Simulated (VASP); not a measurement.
Level of theory: PBEsol GGA, VASP's PBE PAW potentials (set 64) (plane waves; VASP 6.6.1).

A VASP calculation is set up with these files.

INCAR:
```
! general
SYSTEM  = SiC
PREC    = Accurate
ENCUT   = 620   ! plane-wave cut-off (eV)
LREAL   = .FALSE.
LASPH   = .TRUE.

! electronic loop
EDIFF   = 1E-6   ! SCF stop (eV)
NELM    = 100
ALGO    = Normal   ! blocked Davidson

! smearing
ISMEAR  = 0   ! Gaussian
SIGMA   = 0.05   ! width (eV)

! functional
GGA     = PS

! ions
IBRION  = 2   ! conjugate gradients
NSW     = 40
ISIF    = 3   ! ions, shape and volume
EDIFFG  = -0.02   ! ionic stop
PSTRESS = 200   ! kbar

! output
LWAVE   = .FALSE.
LCHARG  = .FALSE.
```

POSCAR:
```
SiC
1.0
  1.4995697252  -2.5973307079   0.0000000000
  1.4995697252   2.5973307079   0.0000000000
  0.0000000000   0.0000000000   4.9203017442
Si C
2 2
Cart
  1.4995697252  -0.8657786342   2.4582857914
  1.4995697252   0.8657786342   4.9184366635
  1.4995697252  -0.8657786342   4.3071291069
  1.4995697252   0.8657786342   1.8469782348
```

File KPOINTS:
```
kpoints
0
gamma
8 8 5
0 0 0
```

POTCAR, in this order: Si C (PBE.64 set). Program: vasp_std.

Problem. What will the output report for the number of irreducible k-points (NKPTS), largest plane-wave count, number of space-group operations, FFT grid (NGX, NGY, NGZ)?

Solution. 
```
Property                                       Value
--------------------------------------  ------------
number of irreducible k-points (NKPTS)            30
largest plane-wave count                        1364
number of space-group operations                  12
FFT grid (NGX, NGY, NGZ)                24 × 24 × 40
```

The compound is SiC in the wurtzite structure, the rare 2H polytype. It was relaxed first under an external pressure of 20 GPa.
